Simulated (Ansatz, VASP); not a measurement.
# WS2 in two plane-wave programs, part 2 of 2

Aim: how closely do two programs agree when they are given the same cell, functional and k mesh? The structure shown is the start of the Ansatz relaxation below; VASP solves that cell, so the two are compared at the walk's first step.

VASP 6.6.1 and Ansatz 0.2.0.

So far: Starting point; Ansatz: relaxation, LDA; VASP: single point, LDA, start cell, pair 1.

### 4. Differences

Known differences besides the potentials themselves: the two LDA forms differ slightly; Ansatz cuts the interaction across the vacuum, VASP repeats the sheet with a dipole correction; the data sets hold 26 valence electrons in Ansatz (on its default PAW (the set named soft_2) files) and 18 in VASP; the cutoff is 420 eV in Ansatz and 520 eV in VASP; VASP's log shows a relativistic correction to its local exchange, Ansatz's none. Total energies have different zeros and are not compared.

Forces (eV/Å; atoms numbered as in POSCAR):

| atom | Ansatz x, y, z | VASP x, y, z |
| --- | --- | --- |
| W1 | 0.000, 0.000, 0.000 | 0.000, 0.000, 0.000 |
| S2 | 0.000, 0.000, -0.423 | 0.000, 0.000, -0.433 |
| S3 | 0.000, 0.000, 0.423 | 0.000, 0.000, 0.433 |

The forces differ by 4.8 meV/Å r.m.s., which is 2.3 % of the r.m.s. force of 0.204 eV/Å (both taken over all components). With vacuum in the cell, a pressure given here is an average over mostly empty space and none of the material.

### 5. Ansatz: relaxation, LDA

The two programs are compared at the cell with which this relaxation starts, whose forces are those of its first step.

The structure compared here is the start of the Ansatz relaxation; VASP solves that cell, so the two are compared at the walk's first step.

Contents of input.yaml:

```yaml
crystal:
  lattice:
    - [3.1799999977, 0.0, 0.0]
    - [-1.5899999988, 2.753960782, 0.0]
    - [0.0, 0.0, 19.125]
  atoms:
    - { symbol: W, position: [0.0, 0.0, 0.5] }
    - { symbol: S, position: [0.3333333333, 0.6666666667, 0.41830065] }
    - { symbol: S, position: [0.3333333333, 0.6666666667, 0.58169935] }
  periodic: [true, true, false]
kpoints:
  mp_grid: { grid: [8, 8, 1] }
scf:
  occupations: { method: fermi_dirac, width: 0.05 }
hamiltonian:
  xc: lda
output:
  forces: true
  stress: true
relax:
  f_tol: 0.02
  max_steps: 50
  cell: {}
```

Launch:

```console
$ ansatz run input.yaml --threads 1 --pin off --max-ram 5120MiB --backend cpu --events-out ev --progress --plain --runs-dir out
```

Numbers of over 12 decimals in the logs are rounded to 6 here.

The log of the run:

```text
[...]
Crystal: 3 atoms, lattice volume = 263.166 Å³
Basis set: ecut = 420 eV, 5213 PW (Γ)
Bands: 17, of which v1, the nominal top of the filled ones, is band 13 counted from 1 (12 counted from 0)
Symmetry: 12 space group operations
[...]
k-points: 10 of 64 (time reversal used)
[...]
P = ½ c Tr σ = -0.0081 N/m
--- Relaxed structure (4 steps of the walk, 4 accepted, 1 SCFs on fresh bases) ---
[...]
cell:  # Å, volume = 254.2122 Å³
    - [3.125436, -2.8372178798370608e-11, 0]
    - [-1.562718, 2.706707, 0]
    - [0, 0, 30.050000275]
  atoms:
    - { symbol: W, position: [-4.934324553817781e-17, -2.4671622769088907e-17, 0.318220] }
    - { symbol: S, position: [0.333333, 0.666667, 0.266287] }
    - { symbol: S, position: [0.333333, 0.666667, 0.370152] }
[key lines of the parts left out:]
SCF converged after 6 iterations
Free energy (F): -11871.583192 eV
Fermi energy:    -4.969132 eV
```

### 6. VASP: single point, LDA, start cell, pair 2

The same cell, functional (in two slightly different forms), mesh and smearing now go to VASP, with its own data sets.

Contents of INCAR:

```
SYSTEM = WS2
PREC = Accurate
ENCUT = 520
EDIFF = 1E-06
NELM = 120
ISMEAR = -1
SIGMA = 0.05
LREAL = .FALSE.
ALGO = Normal
GGA = CA
NBANDS = 15
LASPH = .TRUE.
LORBIT = 11
LWAVE = .FALSE.
LCHARG = .FALSE.
ISIF = 2
LDIPOL = .TRUE.
IDIPOL = 3
DIPOL = 0.5 0.5 0.318
LVHAR = .TRUE.
GGA_COMPAT = .FALSE.
EFERMI = MIDGAP
NELMDL = -8
```

Contents of POSCAR:

```
WS2
1.0
    3.1800000000      0.0000000000      0.0000000000
   -1.5900000000      2.7539610000      0.0000000000
    0.0000000000      0.0000000000     30.0500000000
W S
1 2
Direct
    0.0000000000      0.0000000000      0.3182196339
    0.3333333333      0.6666666667      0.2662229617
    0.3333333333      0.6666666667      0.3702163062
```

Contents of KPOINTS:

```
Automatic mesh
0
Gamma
8 8 1
0 0 0
```

The projector-augmented-wave data sets are W and S (LDA family, release 64).

Launch:

```console
$ mpirun -np 1 vasp_std
```

The log of the run:

```text
[... set-up lines as in an earlier step ...]
 entering main loop
       N       E                     dE             d eps       ncg     rms          rms(c)
DAV:   1     0.132416716054E+03    0.13242E+03   -0.55848E+03   300   0.834E+02
DAV:   2    -0.947139837938E+01   -0.14189E+03   -0.13037E+03   507   0.160E+02
DAV:   3    -0.272891965696E+02   -0.17818E+02   -0.17668E+02   419   0.708E+01
DAV:   4    -0.276379252247E+02   -0.34873E+00   -0.34700E+00   384   0.126E+01
[...]
DAV:  24    -0.261933827280E+02   -0.16353E-05   -0.40340E-08   318   0.745E-04    0.150E-04
DAV:  25    -0.261933842037E+02   -0.14757E-05   -0.35006E-08   276   0.541E-04    0.191E-04
DAV:  26    -0.261933847334E+02   -0.52962E-06   -0.10017E-08   290   0.338E-04
   1 F= -.26193385E+02 E0= -.26193385E+02  d E =-.202728E-09
```

Parts of OUTCAR (step 6):

```text
  Total       -2.3066658     -2.3066661     -1.4440586      0.0000000      0.0000000      0.0000000
  in kB      -14.0431931    -14.0431953     -8.7915617      0.0000000      0.0000000      0.0000000
  external PRESSURE =     -12.2926500 kB  Pullay stress =       0.0000000 kB

 POSITION                                       TOTAL-FORCE (eV/Angst)
 -----------------------------------------------------------------------------------
      0.00000      0.00000      9.56250        -0.000000     -0.000000     -0.000000
     -0.00000      1.83597      8.00000         0.000000      0.000000      0.454182
     -0.00000      1.83597     11.12500         0.000000      0.000000     -0.454182
 -----------------------------------------------------------------------------------
    total drift:                                0.000000     -0.000001      0.000026

  FREE ENERGIE OF THE ION-ELECTRON SYSTEM (eV)
  ---------------------------------------------------
  free  energy   TOTEN  =       -26.1933847334 eV

  energy  without entropy=      -26.1933847332  energy(sigma->0) =      -26.19338473

[... 1 part as in an earlier step ...]

[... 2 further parts left out ...]
[key lines of the parts left out:]
E-fermi :  -2.6658
```

### 7. Side by side

What differs besides the data sets and the points named for the pairs above, as far as they apply: the data sets hold 26 valence electrons in Ansatz (on its default PAW (the set named soft_2) files) and 18 in VASP. Total energies have different zeros and are not compared.

Forces (eV/Å; atoms numbered as in POSCAR):

| atom | Ansatz x, y, z | VASP x, y, z |
| --- | --- | --- |
| W1 | 0.000, 0.000, 0.000 | 0.000, 0.000, 0.000 |
| S2 | 0.000, 0.000, 0.439 | 0.000, 0.000, 0.454 |
| S3 | 0.000, 0.000, -0.439 | 0.000, 0.000, -0.454 |

The forces differ by 7.1 meV/Å r.m.s., which is 3.3 % of the r.m.s. force of 0.214 eV/Å (both taken over all components). With vacuum in the cell, a pressure given here is an average over mostly empty space and none of the material.

### 8. What came out

- r.m.s. force difference (single point, LDA, start cell, pair 1): 2.3 % of the r.m.s. force
- r.m.s. force difference (single point, LDA, start cell, pair 2): 3.3 % of the r.m.s. force

In words: The r.m.s. force difference is 3.3 % of the r.m.s. force (single point, LDA, start cell, pair 2), beyond the 3 % picked in this series as the mark of a large difference. The data sets hold unlike numbers of valence electrons (26 in Ansatz and 18 in VASP), so part of the differences comes from the potentials. 2 further runs of this series are not shown here. Such differences can come from data sets, numerical settings and the points named under the comparisons, not from the functional's error against experiment.

[Lines on the potential files, build, host, timing and source positions are cut from VASP's logs without a mark.]

[Logs are printed without paths, hosts, clocks, repeated set-up lines and the standing remarks that a program may print on its own settings, such as how far it seeks lower states.]

[Hosts, paths, dates, database ids (printed as entryN), source tags and the programs' standing remarks are cut or masked in the printed files.]
